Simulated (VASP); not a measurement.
Consider the following.

```
Cd2SSe
1.0
    4.28419     0.00000     0.00000
   -2.14210     3.71022     0.00000
    0.00000     0.00000     6.99296
Cd Se S
2 1 1
Cartesian
 -2.14210   3.71022   3.42272
  0.00000   2.47348   0.07203
  0.00000   2.47348   4.37965
 -2.14210   3.71022   0.85282
```

These are HSE06 screened hybrid, VASP's PBE PAW potentials (set 64) (plane waves; VASP) values and carry that method's errors. Run with 400 eV cut-off, 4×4×4 Γ-centred mesh, Gaussian smearing of 0.050 eV, potentials Cd Se S.

### Question
What does the run give for the energy per atom (σ→0), pressure, band gap (over the mesh, the named points and PBE's band edges) with the smallest direct gap where there is one?

### Answer

```yaml
band gap (over the mesh, the named points and PBE's band edges): 1.66 eV
smallest direct gap (over the mesh, the named points and PBE's band edges): 1.66 eV
energy per atom (σ→0): -3.611 eV/atom
pressure: -12.6 kbar
```

Total energies compare only between runs with the same potentials, cut-off and functional.

The structure comes from a computed database's Cd2SeS entry (P3m1); how it stands against other phases isn't given here. It was relaxed first. The k-mesh is coarse (spacing up to 0.42 per Å, 2π included), so the numbers may not be converged in it.
